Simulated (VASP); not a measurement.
Output of a VASP run:

**OSZICAR**
```
       N       E                     dE             d eps       ncg     rms          rms(c)
DAV:   1     0.116294804045E+03    0.11629E+03   -0.67083E+03  1464   0.104E+03
DAV:   2    -0.302113853747E+02   -0.14651E+03   -0.13247E+03  2404   0.235E+02
DAV:   3    -0.430622639232E+02   -0.12851E+02   -0.12571E+02  1800   0.799E+01
DAV:   4    -0.433697360876E+02   -0.30747E+00   -0.30674E+00  1848   0.155E+01
DAV:   5    -0.433798107604E+02   -0.10075E-01   -0.10055E-01  1896   0.265E+00    0.945E+00
DAV:   6    -0.411573821051E+02    0.22224E+01   -0.22172E+00  1788   0.103E+01    0.539E+00
DAV:   7    -0.404111823536E+02    0.74620E+00   -0.26168E+00  1828   0.112E+01    0.137E+00
DAV:   8    -0.404024805259E+02    0.87018E-02   -0.12285E-01  1764   0.246E+00    0.169E-01
DAV:   9    -0.404013560139E+02    0.11245E-02   -0.46923E-03  1864   0.547E-01    0.103E-01
DAV:  10    -0.403995644571E+02    0.17916E-02   -0.23425E-03  1804   0.286E-01    0.810E-02
DAV:  11    -0.403994915639E+02    0.72893E-04   -0.75952E-04  1752   0.162E-01    0.368E-02
DAV:  12    -0.404000086494E+02   -0.51709E-03   -0.34429E-04  1584   0.112E-01    0.154E-02
DAV:  13    -0.404002333713E+02   -0.22472E-03   -0.71368E-05  1644   0.553E-02    0.102E-02
DAV:  14    -0.404004852488E+02   -0.25188E-03   -0.24284E-05  1652   0.250E-02    0.770E-03
DAV:  15    -0.404006497447E+02   -0.16450E-03   -0.20081E-05  1636   0.212E-02    0.891E-03
DAV:  16    -0.404007121820E+02   -0.62437E-04   -0.30988E-06  1156   0.108E-02    0.341E-03
DAV:  17    -0.404007501699E+02   -0.37988E-04   -0.15962E-06  1080   0.679E-03    0.310E-03
DAV:  18    -0.404007563654E+02   -0.61955E-05   -0.19243E-07  1140   0.277E-03
   1 F= -.40400756E+02 E0= -.40400691E+02  d E =-.404008E+02
```

### OUTCAR
```
------------------------ aborting loop because EDIFF is reached ----------------------------------------
  FORCE on cell =-STRESS in cart. coord.  units (eV):
  Direction    XX          YY          ZZ          XY          YZ          ZX
  --------------------------------------------------------------------------------------
  Total        0.1234395      0.1234394      0.0212440      0.0000000      0.0000000     -0.0000000
  in kB        2.0179268      2.0179259      0.3472859      0.0000000      0.0000000     -0.0000000
  external PRESSURE =       1.4610462 kB  Pullay stress =       0.0000000 kB
  volume of cell :       98.01
      direct lattice vectors                 reciprocal lattice vectors
     2.446253365  0.000000000  0.000000000     0.408788400  0.236014147  0.000000000
    -1.223126682  2.118517073  0.000000000     0.000000000  0.472028294  0.000000000
     0.000000000  0.000000000 18.911492177     0.000000000  0.000000000  0.052877900
 POSITION                                       TOTAL-FORCE (eV/Angst)
 -----------------------------------------------------------------------------------
      0.00000      0.00000      7.81669         0.000000      0.000000      0.003887
      1.22313      0.70617      7.81669         0.000000      0.000000     -0.017808
      0.00000      0.00000     11.09481         0.000000     -0.000000     -0.003887
     -0.00000      1.41235     11.09481        -0.000000      0.000000      0.017808
 -----------------------------------------------------------------------------------
    total drift:                                0.000000     -0.000000      0.000000
  FREE ENERGIE OF THE ION-ELECTRON SYSTEM (eV)
  ---------------------------------------------------
  free  energy   TOTEN  =       -40.4007563654 eV

  energy  without entropy=      -40.4005604677  energy(sigma->0) =      -40.40069107

 reached required accuracy - stopping structural energy minimisation
```
(Selected blocks of OUTCAR.)

File POSCAR:
```
C bilayer
1
    2.4462533648     0.0000000000     0.0000000000
   -1.2231266824     2.1185170730     0.0000000000
    0.0000000000     0.0000000000    18.9114921774
C
4
Direct
  0.0000000000   0.0000000000   0.4133300000
  0.6666670000   0.3333330000   0.4133300000
  0.0000000000   0.0000000000   0.5866700000
  0.3333330000   0.6666670000   0.5866700000
```

Q: Reconstruct the remaining input files.

A: One answer among several that fit: the input of the run itself, LDA (Ceperley-Alder, Perdew-Zunger), plane waves, VASP's LDA PAW potentials (set 64).

INCAR:
```
ALGO  =  Normal
EDIFF  =  1E-5
EDIFFG  =  -0.03
ENCUT  =  500
IBRION  =  2
ISIF  =  4
ISMEAR  =  1
LASPH  =  T
LCHARG  =  F
LREAL  =  F
LWAVE  =  T
NELM  =  100
NELMIN  =  4
NSW  =  50
PREC  =  Normal
SIGMA  =  0.1
SYSTEM  =  C bilayer
```

**KPOINTS**
```
Automatic mesh
0
Gamma
24 24 1
0 0 0
```

POTCAR, in this order: C (LDA.64 set). Program: vasp_std.

The cell is a sheet with vacuum, built from C (graphite).
